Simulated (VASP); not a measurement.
Output of a VASP run:

**OUTCAR**
```
 ion  position               nearest neighbor table
   1  0.333  0.667  0.879-   6 2.71   6 2.71   6 2.71   4 3.61
   2  0.667  0.333  0.379-   5 2.71   5 2.71   5 2.71   3 3.61
   3  0.667  0.333  0.121-   5 2.71   5 2.71   5 2.71   2 3.61
   4  0.333  0.667  0.621-   6 2.71   6 2.71   6 2.71   1 3.61
   5  0.333  0.667  0.250-   2 2.71   3 2.71   2 2.71   3 2.71   2 2.71   3 2.71
   6  0.667  0.333  0.750-   1 2.71   4 2.71   1 2.71   4 2.71   1 2.71   4 2.71
  LATTYP: Found a hexagonal cell.
 ALAT       =     3.4922630066
 C/A-ratio  =     4.0020310377
 Subroutine PRICEL returns:
 Original cell was already a primitive cell.
 Subroutine GETGRP returns: Found 24 space group operations
The static configuration has the point symmetry D_3d.
 The point group associated with its full space group is D_6h.
The dynamic configuration has the point symmetry D_3d.
 Subroutine INISYM returns: Found 24 space group operations
 Subroutine IBZKPT returns following result:
 Found     99 irreducible k-points:

 Following reciprocal coordinates:
            Coordinates               Weight
  0.000000  0.000000  0.000000      1.000000
  0.058824  0.000000  0.000000      6.000000
  0.117647  0.000000  0.000000      6.000000
  0.176471  0.000000  0.000000      6.000000
  0.235294  0.000000  0.000000      6.000000
  0.294118  0.000000  0.000000      6.000000
  0.352941  0.000000  0.000000      6.000000
  0.411765  0.000000  0.000000      6.000000
  0.470588  0.000000  0.000000      6.000000
  0.058824  0.058824  0.000000      6.000000
  0.117647  0.058824  0.000000     12.000000
  0.176471  0.058824  0.000000     12.000000
  0.235294  0.058824  0.000000     12.000000
  0.294118  0.058824  0.000000     12.000000
  0.352941  0.058824  0.000000     12.000000
  0.411765  0.058824  0.000000     12.000000
  0.470588  0.058824  0.000000      6.000000
  0.117647  0.117647  0.000000      6.000000
  0.176471  0.117647  0.000000     12.000000
  0.235294  0.117647  0.000000     12.000000
  0.294118  0.117647  0.000000     12.000000
  0.352941  0.117647  0.000000     12.000000
  0.411765  0.117647  0.000000     12.000000
  0.176471  0.176471  0.000000      6.000000
  0.235294  0.176471  0.000000     12.000000
  0.294118  0.176471  0.000000     12.000000
  0.352941  0.176471  0.000000     12.000000
  0.411765  0.176471  0.000000      6.000000
  0.235294  0.235294  0.000000      6.000000
  0.294118  0.235294  0.000000     12.000000
  0.352941  0.235294  0.000000     12.000000
  0.294118  0.294118  0.000000      6.000000
  0.352941  0.294118  0.000000      6.000000
  0.000000  0.000000  0.250000      2.000000
  0.058824  0.000000  0.250000     12.000000
  0.117647  0.000000  0.250000     12.000000
  0.176471  0.000000  0.250000     12.000000
  0.235294  0.000000  0.250000     12.000000
  0.294118  0.000000  0.250000     12.000000
  0.352941  0.000000  0.250000     12.000000
   k-points           NKPTS =     99   k-points in BZ     NKDIM =     99   number of bands    NBANDS=     93
   number of dos      NEDOS =   1001   number of ions     NIONS =      6
   total plane-waves  NPLWV =  55296
   dimension x,y,z NGX =    24 NGY =   24 NGZ =   96
   dimension x,y,z NGXF=    48 NGYF=   48 NGZF=  192
   ions per type =               4   2
   PREC   = accura    normal or accurate (medium, high low for compatibility)
   ISTART =      0    job   : 0-new  1-cont  2-samecut
   ICHARG =      2    charge: 1-file 2-atom 10-const
   ISPIN  =      1    spin polarized calculation?
   LNONCOLLINEAR =      F non collinear calculations
   LSORBIT =      F    spin-orbit coupling
   INIWAV =      1    electr: 0-lowe 1-rand  2-diag
   ENCUT  =  400.0 eV  29.40 Ry    5.42 a.u.   5.69  5.69 22.79*2*pi/ulx,y,z
   NELM   =    100;   NELMIN=  2; NELMDL= -5     # of ELM steps
   EDIFF  = 0.1E-06   stopping-criterion for ELM
   LREAL  =      F    real-space projection
   NLSPLINE    = F    spline interpolate recip. space projectors
...
```

File OSZICAR:
```
       N       E                     dE             d eps       ncg     rms          rms(c)
DAV:   1     0.397141133645E+03    0.39714E+03   -0.19430E+04 19254   0.409E+02
DAV:   2    -0.252324380974E+02   -0.42237E+03   -0.40402E+03 21489   0.155E+02
DAV:   3    -0.406884339716E+02   -0.15456E+02   -0.15218E+02 22012   0.293E+01
DAV:   4    -0.408563085222E+02   -0.16787E+00   -0.16780E+00 21452   0.304E+00
DAV:   5    -0.408596180689E+02   -0.33095E-02   -0.33094E-02 21530   0.422E-01    0.235E+01
DAV:   6    -0.399295197371E+02    0.93010E+00   -0.21253E+00 20525   0.509E+00    0.977E+00
DAV:   7    -0.399311467221E+02   -0.16270E-02   -0.24365E+00 19804   0.399E+00    0.685E+00
DAV:   8    -0.393991213874E+02    0.53203E+00   -0.63775E-01 20085   0.257E+00    0.138E+00
DAV:   9    -0.393951304371E+02    0.39910E-02   -0.49853E-02 21051   0.462E-01    0.898E-01
DAV:  10    -0.393947651416E+02    0.36530E-03   -0.10229E-03 21174   0.786E-02    0.638E-01
DAV:  11    -0.393945958352E+02    0.16931E-03   -0.17759E-04 21571   0.510E-02    0.374E-01
DAV:  12    -0.393944955244E+02    0.10031E-03   -0.24374E-04 20537   0.467E-02    0.988E-02
DAV:  13    -0.393944982702E+02   -0.27458E-05   -0.95012E-06 21741   0.831E-03    0.591E-02
DAV:  14    -0.393944979216E+02    0.34861E-06   -0.87245E-07 20503   0.248E-03    0.314E-02
DAV:  15    -0.393944985527E+02   -0.63111E-06   -0.21625E-07 20847   0.123E-03    0.171E-02
DAV:  16    -0.393944987521E+02   -0.19941E-06   -0.55680E-08 16919   0.660E-04    0.588E-03
DAV:  17    -0.393944989136E+02   -0.16147E-06   -0.14113E-08 10789   0.229E-04    0.199E-03
DAV:  18    -0.393944989780E+02   -0.64389E-07   -0.39272E-09 10696   0.125E-04
   1 F= -.39394499E+02 E0= -.39394499E+02  d E =-.154549E-28
 imaginary and real dielectric function
```

### OUTCAR
```
------------------------ aborting loop because EDIFF is reached ----------------------------------------
  FORCE on cell =-STRESS in cart. coord.  units (eV):
  Direction    XX          YY          ZZ          XY          YZ          ZX
  --------------------------------------------------------------------------------------
  Total       -0.0494700     -0.0494700     -0.0660396      0.0000000     -0.0000000      0.0000000
  in kB       -0.5369338     -0.5369337     -0.7167758      0.0000000     -0.0000000      0.0000000
  external PRESSURE =      -0.5968811 kB  Pullay stress =       0.0000000 kB
  volume of cell :      147.62
      direct lattice vectors                 reciprocal lattice vectors
     1.746131681 -3.024388378  0.000000000     0.286347247 -0.165322683  0.000000000
     1.746131681  3.024388378  0.000000000     0.286347247  0.165322683  0.000000000
     0.000000000  0.000000000 13.976144944     0.000000000  0.000000000  0.071550489
 POSITION                                       TOTAL-FORCE (eV/Angst)
 -----------------------------------------------------------------------------------
      1.74613      1.00813     12.28955        -0.000000      0.000000      0.006297
      1.74613     -1.00813      5.30148        -0.000000     -0.000000      0.006297
      1.74613     -1.00813      1.68659        -0.000000     -0.000000     -0.006297
      1.74613      1.00813      8.67466        -0.000000     -0.000000     -0.006297
      1.74613      1.00813      3.49404         0.000000      0.000000      0.000000
      1.74613     -1.00813     10.48211         0.000000     -0.000000      0.000000
 -----------------------------------------------------------------------------------
    total drift:                                0.000245      0.001612     -0.000027
  FREE ENERGIE OF THE ION-ELECTRON SYSTEM (eV)
  ---------------------------------------------------
  free  energy   TOTEN  =       -39.3944989780 eV

  energy  without entropy=      -39.3944989780  energy(sigma->0) =      -39.39449898

 plasma frequency squared (from intraband transitions) (eV^2)
  --------------------------------------------------------------------------------------
       0.000       0.000      -0.000
       0.000       0.000       0.000
       0.000       0.000       0.000

 plasma frequency squared (from interband transitions, int dw w eps(2)(w)) (eV^2)
  --------------------------------------------------------------------------------------
     421.377       0.000      -0.000      -0.000      -0.000       0.000
      -0.000       0.000     421.377       0.000       0.000       0.000
      -0.000      -0.000       0.000      -0.000     426.828       0.000
```
(Selected blocks of OUTCAR.)

### POSCAR
```
MoTe2
1
    1.7461316814    -3.0243883776    -0.0000000000
    1.7461316814     3.0243883776     0.0000000000
   -0.0000000000     0.0000000000    13.9761449441
Te Mo
4 2
Direct
  0.3333330000   0.6666670000   0.8793236539
  0.6666670000   0.3333330000   0.3793236539
  0.6666670000   0.3333330000   0.1206763461
  0.3333330000   0.6666670000   0.6206763461
  0.3333330000   0.6666670000   0.2500000000
  0.6666670000   0.3333330000   0.7500000000
```

Write an INCAR and KPOINTS that could have produced this output.

Several could match; the one computed here: the input of the run itself, PBEsol GGA, plane waves, VASP's PBE PAW potentials (set 64).

File KPOINTS:
```
K-points
0
gamma
  17 17 4
```

### INCAR
```
ALGO = Normal
CSHIFT = 0.1
EDIFF = 1E-7
ENCUT = 400
GGA = PS
ISMEAR = 0
LASPH = T
LCHARG = F
LMAXMIX = 4
LOPTICS = T
LREAL = F
LWAVE = F
NBANDS = 93
NEDOS = 1001
NELM = 100
PREC = Accurate
SIGMA = 0.01
SYSTEM = MoTe2
```

POTCAR, in this order: Te Mo_sv (PBE.64 set). Program: vasp_std.

Without a dispersion term in the relaxation, distances and binding between the weakly bound layers, chains or molecules are unreliable, and so is what depends on them.

The compound is MoTe2 in the 2H layered structure. It was relaxed first.
